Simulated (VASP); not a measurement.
These are RPA correlation on PBE orbitals, VASP's PBE PAW potentials (set 64) (plane waves; VASP 6.6.1) values and carry that method's errors.

Input for VASP

POSCAR:
```
CaO
3.3079530
  0.0000000000   0.7071067817   0.7071067817
  0.7071067817   0.0000000000   0.7071067817
  0.7071067817   0.7071067817   0.0000000000
Ca O
1 1
Cartesian
  0.0000000000   0.0000000000   0.0000000000
  0.7071067817   0.7071067817   0.7071067817
```

File KPOINTS:
```
Automatic mesh
0
Gamma
4 4 4
0 0 0
```

INCAR:
```
ALGO = ACFDT
ENCUT = 500
ENCUTGW = 300
GGA = PE
ISMEAR = 0
LASPH = .TRUE.
LCHARG = .FALSE.
LREAL = .FALSE.
LWAVE = .FALSE.
NBANDS = 656
NOMEGA = 12
PREC = Normal
SIGMA = 0.01
SYSTEM = CaO
```

POTCAR, in this order: Ca_sv_GW O_GW_new (PBE.64 set). Program: vasp_std. Read from the step before: WAVECAR, WAVEDER.

Output of the run:

**OSZICAR**
```
energies w=
    0.000    0.803    0.000    2.584    0.000    4.949    0.000    8.476
    0.000   14.090    0.000   23.361    0.000   39.048    0.000   66.168
    0.000  114.243    0.000  203.063    0.000  384.231    0.000  895.593
NQ=   1    0.0000    0.0000    0.0000,
 performed       3949000 updates of chi_q(r,r)
NQ=   2    0.2500    0.0000    0.0000,
 performed       7898000 updates of chi_q(r,r)
NQ=   3    0.5000    0.0000    0.0000,
 performed      11847000 updates of chi_q(r,r)
NQ=   4    0.2500    0.2500    0.0000,
 performed      15796000 updates of chi_q(r,r)
NQ=   5    0.5000    0.2500    0.0000,
 performed      19745000 updates of chi_q(r,r)
NQ=   6   -0.2500    0.2500    0.0000,
 performed      23694000 updates of chi_q(r,r)
NQ=   7    0.5000    0.5000    0.0000,
 performed      27643000 updates of chi_q(r,r)
NQ=   8   -0.2500    0.5000    0.2500,
 performed      31592000 updates of chi_q(r,r)
```

OUTCAR:
```


      cutoff energy     smooth cutoff   RPA   correlation   Hartree contr. to MP2
---------------------------------------------------------------------------------
            300.000           240.000      -22.9198689110      -34.6816746167
            285.714           228.571      -22.7046498986      -34.4340090820
            272.109           217.687      -22.4756889209      -34.1675639526
            259.151           207.321      -22.2315340364      -33.8801318215
            246.811           197.449      -21.9760241708      -33.5756669518
            235.058           188.046      -21.7045428155      -33.2480373201
            223.865           179.092      -21.4211841887      -32.9017383062
            213.204           170.564      -21.1259224570      -32.5359167280
  linear regression
  converged value                          -25.5893963525      -37.8875633083
```
(Selected blocks of OUTCAR.)

The mesh is coarse, so the correlation energy is not converged in k-points.

The compound is CaO in the rock salt structure. This cell is one point of a volume scan, at 0.92 of the reference volume. The k-mesh is coarse (spacing up to 0.58 per Å, 2π included), so the numbers may not be converged in it.
